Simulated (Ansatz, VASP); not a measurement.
# NaSe4: VASP beside Ansatz

File INCAR:

```
PREC = Accurate ; ENCUT = 520
EDIFF = 1E-7 ; ISMEAR = 0
SIGMA = 0.1 ; LREAL = False
LASPH = True ; NELM = 100
ALGO = Normal ; ISIF = 2
LWAVE = False ; LCHARG = False
GGA = PE ; NBANDS = 24
```

File KPOINTS:

```
regular mesh
0
Gamma
  8 8 8
```

POSCAR

```
NaSe4
1.0
    5.0902067600      0.0000000000      0.0000000000
    0.0000000000      5.0902067600      0.0000000000
    0.0000000000      0.0000000000      5.0902067600
Na Se
1 4
Direct
    0.5000000000      0.5000000000      0.5000000000
    0.0000000000      0.5000000000      0.5000000000
    0.5000000000      0.0000000000      0.5000000000
    0.5000000000      0.5000000000      0.0000000000
    0.0000000000      0.0000000000      0.0000000000
```

Input for Ansatz:

```yaml
crystal:
  lattice:
    - [5.09020676, 0.0, 0.0]
    - [0.0, 5.09020676, 0.0]
    - [0.0, 0.0, 5.09020676]
  atoms:
    - { symbol: Na, position: [0.5, 0.5, 0.5] }
    - { symbol: Se, position: [0.0, 0.5, 0.5] }
    - { symbol: Se, position: [0.5, 0.0, 0.5] }
    - { symbol: Se, position: [0.5, 0.5, 0.0] }
    - { symbol: Se, position: [0.0, 0.0, 0.0] }
basis:
  ecutwfc: 420
kpoints:
  mp_grid: { grid: [8, 8, 8] }
  band_path:
    path:
      - [[0.0, 0.0, 0.0], [0.0, 0.5, 0.0], [0.5, 0.5, 0.0], [0.0, 0.0, 0.0], [0.5, 0.5, 0.5], [0.0, 0.5, 0.0]]
      - [[0.5, 0.5, 0.5], [0.5, 0.5, 0.0]]
    npoints: 14
hamiltonian:
  xc: pbe
scf:
  occupations: { method: gaussian, width: 0.1 }
  n_extra_bands: 12
output:
  forces: true
  stress: true
  eigenvalues: true
  populations: true
  dos: { projected: true, de: 0.02, nscf_kmesh: { grid: [12, 12, 12] } }
  bader: true
```

The cell was built by a generator and needn't be a form met in nature.

Alike in both runs: task single point; functional PBE; k mesh 8 × 8 × 8; occupations gaussian, width 0.1 eV; no spin polarisation.

```csv
,VASP,Ansatz
version,VASP 6.6.1,Ansatz 0.2.0
potentials or method,"VASP PAW PBE potentials, release 64 (Na_pv, Se)","scalar-relativistic, plane waves, PAW"
plane-wave cutoff (eV),520,420
valence electrons in the cell,31,73
```

```tsv
	VASP	Ansatz	Ansatz less VASP
gap on the k mesh at the Fermi level (eV)	none	none	-
pressure (GPa)	0.0	0.0	-0.06
```

A gap of «none» marks a metal or a gap that the smearing closes. With one functional, cell and mesh, what is left measures potentials, basis and numerics. The two sets of potentials don't hold the same shells in valence.
